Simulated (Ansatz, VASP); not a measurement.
## One calculation of CdNiSe3, two programs

Contents of INCAR:

```
PREC = Accurate
ENCUT = 600
EDIFF = 1E-6
ISMEAR = -1
SIGMA = 0.05
LREAL = F
LASPH = T
NELM = 120
ALGO = Normal
ISIF = 3
LWAVE = F
LCHARG = F
ISPIN = 2
MAGMOM = 0 1 0 0 0
LORBIT = 11
LMAXMIX = 4
GGA = PS
IBRION = 2
NSW = 60
EDIFFG = -0.01
```

KPOINTS

```
Automatic mesh
0
Gamma
  5 5 5
```

File POSCAR:

```
CdNiSe3
1.0
    4.7673800000      0.0000000000      0.0000000000
    0.0000000000      4.7673800000      0.0000000000
    0.0000000000      0.0000000000      4.7673800000
Cd Ni Se
1 1 3
Direct
    0.5000000000      0.5000000000      0.5000000000
    0.0000000000      0.0000000000      0.0000000000
    0.5000000000      0.0000000000      0.0000000000
    0.0000000000      0.5000000000      0.0000000000
    0.0000000000      0.0000000000      0.5000000000
```

Contents of input.yaml:

```yaml
crystal:
  lattice:
    - [4.76738, 0.0, 0.0]
    - [0.0, 4.76738, 0.0]
    - [0.0, 0.0, 4.76738]
  atoms:
    - { symbol: Cd, position: [0.5, 0.5, 0.5] }
    - { symbol: Ni, position: [0.0, 0.0, 0.0], spin: 1.0 }
    - { symbol: Se, position: [0.5, 0.0, 0.0] }
    - { symbol: Se, position: [0.0, 0.5, 0.0] }
    - { symbol: Se, position: [0.0, 0.0, 0.5] }
hamiltonian:
  xc: pbesol
  pseudopotentials: { kind: paw }
magnetization:
  spin_polarized: true
kpoints:
  mp_grid: { grid: [5, 5, 5] }
scf:
  occupations: { method: fermi_dirac, width: 0.05 }
output:
  forces: true
  stress: true
  eigenvalues: true
  write_density: true
  write_potential: true
  elf: true
  volumetric_format: npy
relax:
  f_tol: 0.01
  max_steps: 40
  cell: { stress_tol: 0.05 }
```

The cell was built by a generator and needn't be a form met in nature.

Alike in both runs: task relaxation of cell and atoms; functional PBEsol; k mesh 5 × 5 × 5; occupations fermi-dirac, width 0.05 eV; collinear spin, ferromagnetic start.

```csv
,VASP,Ansatz
version,VASP 6.6.1,Ansatz 0.2.0
potentials or method,"VASP PAW PBE potentials, release 64 (Cd, Ni, Se)",Ansatz PAW
plane-wave cutoff (eV),600,420
valence electrons in the cell,40,86
```

```csv
,VASP,Ansatz,Ansatz less VASP
"gap on the k mesh at the Fermi level, each at its own relaxed structure (eV)",none,none,-
net moment per atom (μB),0.00,0.00,0.000
relaxed volume (Å³/atom),20.51,20.46,-0.049
relaxed cell length with the largest relative difference (Å),4.681,4.677,-0.0038
energy change over the relaxation (meV/atom),-14,-16,-1.0
```

A gap of «none» marks a metal or a gap that the smearing closes. The two sets of potentials don't hold the same shells in valence.

Caveats: the PAW data sets were made with another functional, which shifts forces and pressure a little (VASP); the plane-wave basis is chosen anew once the cell has moved, so the energies of steps on either side of that aren't comparable (Ansatz); the PAW data sets come from PBE, with cores solved anew for the run's functional, which leaves a small shift of forces and pressure (Ansatz); the starting moments weren't kept (Ansatz). With open d or f shells a metallic result of PBEsol can be an artefact of self-interaction; +U or a hybrid may open a gap.
